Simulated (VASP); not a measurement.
NiSb (NiAs type) is relaxed at rising pressure, each step from the one before. Symmetry mostly holds the structure type, and other phases were not tried. The mesh follows the cell, and a change of mesh leaves a small step in the series.

Data:

```cif
data_Ni2Sb2
_chemical_formula_sum 'Ni2 Sb2'
_space_group_name_H-M_alt 'P63/mmc'
_space_group_IT_number 194
_space_group_name_Hall '-P 6c 2c'
_cell_length_a 3.91496
_cell_length_b 3.91496
_cell_length_c 5.07547
_cell_angle_alpha 90.000
_cell_angle_beta 90.000
_cell_angle_gamma 120.000
loop_
_atom_site_label
_atom_site_type_symbol
_atom_site_symmetry_multiplicity
_atom_site_Wyckoff_symbol
_atom_site_fract_x
_atom_site_fract_y
_atom_site_fract_z
_atom_site_occupancy
Ni1 Ni 2 a 0.00000 0.00000 0.00000 1
Sb1 Sb 2 c 0.33333 0.66667 0.25000 1
```

Calculation: PBEsol GGA, VASP's PBE PAW potentials (set 64) (plane waves; VASP). Numerical set-up: 500 eV cut-off, 9×9×6 Γ-centred mesh, first-order Methfessel-Paxton smearing of 0.10 eV, potentials Ni Sb.

Unless said otherwise, spin-orbit coupling is left out, though it shifts the bands of the heavy elements here.

```csv
P (GPa),V (Å³/atom),H − H(0) (eV/atom),space group,gap on the mesh (eV),k-mesh
0,16.84,0.000,P6_3/mmc,0.00,9×9×6
5,16.25,0.516,P6_3/mmc,0.00,9×9×6
10,15.77,1.015,P6_3/mmc,0.00,9×9×6
20,15.00,1.974,P6_3/mmc,0.00,9×9×6
30,14.39,2.893,P6_3/mmc,0.00,10×10×7
45,13.68,4.205,P6_3/mmc,0.00,10×10×7
```

Pressures at which the relaxation failed are left out.

The compound is NiSb in the NiAs type structure. The run is not spin-polarised, so no magnetic state was tried.
